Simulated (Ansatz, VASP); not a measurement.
# Two plane-wave programs on Mg2C3

```
Mg C
1.0
     2.41440   -2.34999   -0.00331
     2.41440    2.34999   -0.00331
    -1.23313    0.00000    4.86016
Mg C
2 3
Direct
  0.80956 0.80956 0.19870
  0.19044 0.19044 0.80130
  0.30112 0.30112 0.26304
  0.69888 0.69888 0.73696
  0.50000 0.50000 0.50000
```

Alike in both runs: functional PBE; k mesh 6 × 6 × 4; occupations gaussian, width 0.1 eV; no spin polarisation.

Ansatz relaxed the structure, and its values are those at the end. VASP's run is a single point on that final structure, the one shown.

|  | VASP | Ansatz |
| --- | --- | --- |
| version | VASP 6.6.1 | Ansatz 0.2.0 |
| potentials or method | VASP PAW PBE potentials, release 64 (Mg, C) | scalar-relativistic, plane waves, PAW |
| plane-wave cutoff (eV) | 520 | 420 |
| valence electrons in the cell | 16 | 32 |

|  | VASP | Ansatz | Ansatz less VASP |
| --- | --- | --- | --- |
| gap on the k mesh at the Fermi level (eV) | 1.71 | 1.70 | -0.001 |
| least direct gap on the mesh (eV) | 2.36 | 2.36 | -0.001 |
| pressure (GPa) | -0.1 | 0.1 | +0.19 |
| rms of the force components (eV/Å) | 0.029 | 0.010 | -0.0189 |

The two sets of potentials don't hold the same shells in valence.

A k mesh can miss the band edges.
